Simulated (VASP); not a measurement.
Energy against volume of CrO₂ (rutile). Level of theory: RPBE GGA, VASP's PBE PAW potentials (set 64) (plane waves; VASP). Numerical set-up: 520 eV cut-off, 7×7×10 Γ-centred mesh, first-order Methfessel-Paxton smearing of 0.10 eV, potentials Cr_pv O.

Shape and ions are relaxed at each volume.

```json
[
 {"V (Å³/atom)": "9.592", "E (eV/atom)": "-7.95678"},
 {"V (Å³/atom)": "9.888", "E (eV/atom)": "-7.96389"},
 {"V (Å³/atom)": "10.185", "E (eV/atom)": "-7.95944"},
 {"V (Å³/atom)": "10.482", "E (eV/atom)": "-7.94544"}
]
```

Fit these four points and predict the energy of the run at 9.295 Å³/atom.

A cubic in V^(−2/3), the third-order Birch-Murnaghan form, passes through the four points with V0 = 9.91 Å³/atom and B0 = 205 GPa, and gives -7.9356 eV/atom there. The run gave -7.9357 eV/atom, -0.2 meV/atom from the fit; all five points give B0 = 204 GPa.

The compound is CrO2 in the rutile structure. It was relaxed first.
